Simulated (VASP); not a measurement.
Method: PBE GGA with D3 dispersion (zero damping), VASP's PBE PAW potentials (set 64) (plane waves; VASP 6.6.1).

Input for VASP

INCAR:
```
ALGO=Normal
EDIFF=1E-6
EDIFFG=-0.02
ENCUT=520
GGA=PE
IBRION=2
ISIF=3
ISMEAR=1
IVDW=11
LASPH=.TRUE.
LCHARG=.FALSE.
LMAXMIX=6
LREAL=.FALSE.
LWAVE=.FALSE.
NELM=100
NSW=60
PREC=Accurate
SIGMA=0.1
SYSTEM=Pt3Ti
```

File KPOINTS:
```
Regular mesh
0
G
7 7 7
0 0 0
```

POSCAR:
```
Pt3Ti
1.0
  3.8951547026   0.0000000000   0.0000000000
  0.0000000000   3.8951547026   0.0000000000
  0.0000000000   0.0000000000   3.8951547026
Ti Pt
1 3
Cart
  0.0000000000   0.0000000000   0.0000000000
  0.0000000000   1.9475773513   1.9475773513
  1.9475773513   0.0000000000   1.9475773513
  1.9475773513   1.9475773513   0.0000000000
```

POTCAR, in this order: Ti_sv Pt (PBE.64 set). Program: vasp_std.

What VASP printed:

File OUTCAR:
```
 ion  position               nearest neighbor table
   1  0.000  0.000  0.000-   2 2.75   3 2.75   4 2.75   2 2.75   3 2.75   2 2.75   4 2.75   2 2.75
                             3 2.75   4 2.75   3 2.75   4 2.75
   2  0.000  0.500  0.500-   1 2.75   3 2.75   4 2.75   1 2.75   4 2.75   1 2.75   3 2.75   1 2.75
                             3 2.75   4 2.75   4 2.75   3 2.75
   3  0.500  0.000  0.500-   1 2.75   2 2.75   4 2.75   1 2.75   4 2.75   2 2.75   4 2.75   4 2.75
                             1 2.75   2 2.75   1 2.75   2 2.75
   4  0.500  0.500  0.000-   1 2.75   2 2.75   3 2.75   2 2.75   3 2.75   1 2.75   3 2.75   3 2.75
                             1 2.75   2 2.75   2 2.75   1 2.75
  LATTYP: Found a simple cubic cell.
 ALAT       =     3.8951547026
 Subroutine PRICEL returns:
 Original cell was already a primitive cell.
 Subroutine GETGRP returns: Found 48 space group operations
The static configuration has the point symmetry O_h .
The dynamic configuration has the point symmetry O_h .
 Subroutine INISYM returns: Found 48 space group operations
 Subroutine IBZKPT returns following result:
 Found     20 irreducible k-points:

 Following reciprocal coordinates:
            Coordinates               Weight
  0.000000  0.000000  0.000000      1.000000
  0.142857  0.000000  0.000000      6.000000
  0.285714  0.000000  0.000000      6.000000
  0.428571  0.000000  0.000000      6.000000
  0.142857  0.142857  0.000000     12.000000
  0.285714  0.142857  0.000000     24.000000
  0.428571  0.142857  0.000000     24.000000
  0.285714  0.285714  0.000000     12.000000
  0.428571  0.285714  0.000000     24.000000
  0.428571  0.428571  0.000000     12.000000
  0.142857  0.142857  0.142857      8.000000
  0.285714  0.142857  0.142857     24.000000
  0.428571  0.142857  0.142857     24.000000
  0.285714  0.285714  0.142857     24.000000
  0.428571  0.285714  0.142857     48.000000
  0.428571  0.428571  0.142857     24.000000
  0.285714  0.285714  0.285714      8.000000
  0.428571  0.285714  0.285714     24.000000
...
```

### OSZICAR
```
       N       E                     dE             d eps       ncg     rms          rms(c)
DAV:   1     0.389468935329E+03    0.38947E+03   -0.21425E+04  1000   0.182E+03
DAV:   2     0.126912630408E+00   -0.38934E+03   -0.38212E+03  1091   0.453E+02
DAV:   3    -0.316412686338E+02   -0.31768E+02   -0.30593E+02  1474   0.111E+02
DAV:   4    -0.325116812330E+02   -0.87041E+00   -0.86584E+00  1166   0.202E+01
DAV:   5    -0.325384214313E+02   -0.26740E-01   -0.26709E-01  1440   0.333E+00    0.228E+01
DAV:   6    -0.307649195033E+02    0.17735E+01   -0.20699E+01  1411   0.329E+01    0.139E+01
DAV:   7    -0.303871662856E+02    0.37775E+00   -0.28025E+01  1426   0.326E+01    0.106E+01
DAV:   8    -0.296138258316E+02    0.77334E+00   -0.16333E+00  1393   0.102E+01    0.461E+00
DAV:   9    -0.295301939771E+02    0.83632E-01   -0.19659E+00  1477   0.770E+00    0.234E+00
DAV:  10    -0.294732129747E+02    0.56981E-01   -0.34550E-01  1432   0.404E+00    0.346E-01
DAV:  11    -0.294758737608E+02   -0.26608E-02   -0.61522E-03  1324   0.615E-01    0.543E-01
DAV:  12    -0.294734584665E+02    0.24153E-02   -0.14820E-02  1465   0.736E-01    0.106E-01
DAV:  13    -0.294734432796E+02    0.15187E-04   -0.21371E-04  1119   0.109E-01    0.640E-02
DAV:  14    -0.294734478253E+02   -0.45458E-05   -0.40784E-05  1339   0.500E-02    0.600E-02
DAV:  15    -0.294734219670E+02    0.25858E-04   -0.11122E-04  1503   0.694E-02    0.843E-03
DAV:  16    -0.294734222303E+02   -0.26330E-06   -0.24525E-06   913   0.106E-02
   1 F= -.32566527E+02 E0= -.32566204E+02  d E =-.325665E+02
```

### OUTCAR
```
------------------------ aborting loop because EDIFF is reached ----------------------------------------
 Edisp (eV)   -3.09311
  FORCE on cell =-STRESS in cart. coord.  units (eV):
  Direction    XX          YY          ZZ          XY          YZ          ZX
  --------------------------------------------------------------------------------------
  Total      -0.04091    -0.04091    -0.04091     0.00000     0.00000    -0.00000
  in kB      -1.10921    -1.10921    -1.10921     0.00000     0.00000    -0.00000
  external pressure =       -1.11 kB  Pullay stress =        0.00 kB
  volume of cell :       59.10
      direct lattice vectors                 reciprocal lattice vectors
     3.895154703  0.000000000  0.000000000     0.256729213  0.000000000  0.000000000
     0.000000000  3.895154703  0.000000000     0.000000000  0.256729213  0.000000000
     0.000000000  0.000000000  3.895154703     0.000000000  0.000000000  0.256729213
 POSITION                                       TOTAL-FORCE (eV/Angst)
 -----------------------------------------------------------------------------------
      0.00000      0.00000      0.00000         0.000000      0.000000      0.000000
      0.00000      1.94758      1.94758         0.000000      0.000000      0.000000
      1.94758      0.00000      1.94758         0.000000      0.000000      0.000000
      1.94758      1.94758      0.00000         0.000000      0.000000      0.000000
 -----------------------------------------------------------------------------------
    total drift:                                0.000000      0.000000     -0.000000
  FREE ENERGIE OF THE ION-ELECTRON SYSTEM (eV)
  ---------------------------------------------------
  free  energy   TOTEN  =       -32.5665273107 eV

  energy  without entropy=      -32.5655572448  energy(sigma->0) =      -32.56620396

 reached required accuracy - stopping structural energy minimisation
```
(Selected blocks of OUTCAR.)

**OUTCAR**
```
 val. band max:       11.9434385007   @ k =   0.4286   0.0000   0.0000

 cond. band min:      11.9755144499   @ k =   0.4286   0.1429   0.1429


 Fermi energy:        11.9453554022

 k-point     1 :       0.0000    0.0000    0.0000
  band No.  band energies     occupation
      1     -46.2859      2.00000
      2     -22.5057      2.00000
      3     -22.5057      2.00000
      4     -22.5057      2.00000
      5       1.6541      2.00000
      6       4.4470      2.00000
      7       4.8156      2.00000
      8       4.8156      2.00000
      9       5.1221      2.00000
     10       5.1221      2.00000
     11       5.1221      2.00000
     12       8.2571      2.00000
     13       8.2571      2.00000
     14       8.2571      2.00000
     15      10.1996      2.00000
     16      10.1996      2.00000
     17      11.3640      2.00000
     18      11.9399      1.09293
     19      11.9399      1.09293
     20      11.9399      1.09293
     21      13.2972     -0.00000
     22      13.2972     -0.00000
     23      13.4848     -0.00000
     24      13.4848     -0.00000
     25      13.4848     -0.00000

 k-point     2 :       0.1429    0.0000    0.0000
  band No.  band energies     occupation
      1     -46.2855      2.00000
      2     -22.5111      2.00000
      3     -22.5065      2.00000
      4     -22.5065      2.00000
      5       1.9244      2.00000
      6       4.6171      2.00000
      7       4.9124      2.00000
      8       5.0409      2.00000
      9       5.2207      2.00000
     10       5.2897      2.00000
     11       5.2897      2.00000
     12       8.0936      2.00000
     13       8.3369      2.00000
     14       8.3369      2.00000
     15       9.9664      2.00000
     16      10.2325      2.00000
     17      10.9183      2.00000
     18      10.9183      2.00000
     19      11.1149      2.00000
     20      11.9405      1.08123
     21      12.1553     -0.01146
     22      13.0388     -0.00000
     23      13.0388     -0.00000
...
```

Unless said otherwise, spin-orbit coupling is left out, though it shifts the bands of the heavy elements here.

The compound is Pt3Ti in the L1_2 structure. It was relaxed first. The start is the result of an earlier pass.
